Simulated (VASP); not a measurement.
Crystal: Na3AlO3.

```
CELL_PARAMETERS angstrom
5.59075 0.00000 0.00000
2.18187 5.41638 0.00000
0.31411 1.27682 6.48195
ATOMIC_POSITIONS crystal
Na 0.01034 0.73573 0.55336
Na 0.98966 0.26427 0.44664
Na 0.02763 0.25759 0.91046
Na 0.97237 0.74241 0.08954
Na 0.50550 0.79299 0.35495
Na 0.49450 0.20702 0.64506
Al 0.51132 0.35693 0.17838
Al 0.48868 0.64307 0.82162
O 0.26995 0.47093 0.35270
O 0.76013 0.06859 0.28094
O 0.64565 0.59814 0.07068
O 0.23987 0.93141 0.71906
O 0.73005 0.52907 0.64729
O 0.35435 0.40186 0.92932
```

The cell was built by a generator and needn't be a form met in nature.

Base run:

- Program: VASP 6.6.1
- Functional: PBE
- Potentials or basis: VASP PAW PBE potentials, release 64 (Na_pv, Al, O)
- Cutoff: 520 eV
- k mesh: 6 × 6 × 4
- Occupations: gaussian, width 0.03 eV
- Spin: no spin polarisation

Its results: band gap on the k mesh 2.36 eV, indirect (least direct gap 2.51 eV); pressure 0.0 GPa; largest force 0.010 eV/Å.

Problem. The run is repeated on the same cell with these changes: functional from PBE to PBEsol. What comes out?

Solution. Band gap on the k mesh 2.29 eV, indirect (least direct gap 2.45 eV); pressure -1.8 GPa; largest force 0.126 eV/Å.

PBEsol binds more tightly than PBE, so the same cell stands under less pressure.

Caveats: the PAW data sets were made with another functional, which shifts forces and pressure a little (some runs).

Not every run made on this cell is shown here.
